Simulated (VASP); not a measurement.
Data:

```
CELL_PARAMETERS angstrom
      0.00000     2.73658     2.73658
      2.73658     0.00000     2.73658
      2.73658     2.73658     0.00000
ATOMIC_POSITIONS crystal
  Cd 0.00000 0.00000 0.00000
  F  0.25000 0.25000 0.25000
  F  0.75000 0.75000 0.75000
```

Computed with revTPSS meta-GGA, VASP's PBE PAW potentials (set 64) (plane waves; VASP 6.6.1). Numerical set-up: 520 eV cut-off, 7×7×7 Γ-centred mesh, Gaussian smearing of 0.050 eV, potentials Cd F.

### Question
Estimate the energy per atom (σ→0), pressure.

### Answer

```yaml
energy per atom (σ→0): 0.821 eV/atom
pressure: -2.82 GPa
```

Total energies compare only between runs with the same potentials, cut-off and functional.

The compound is CdF2 in the fluorite structure. This cell is one point of a volume scan, at 1.03 of the reference volume.
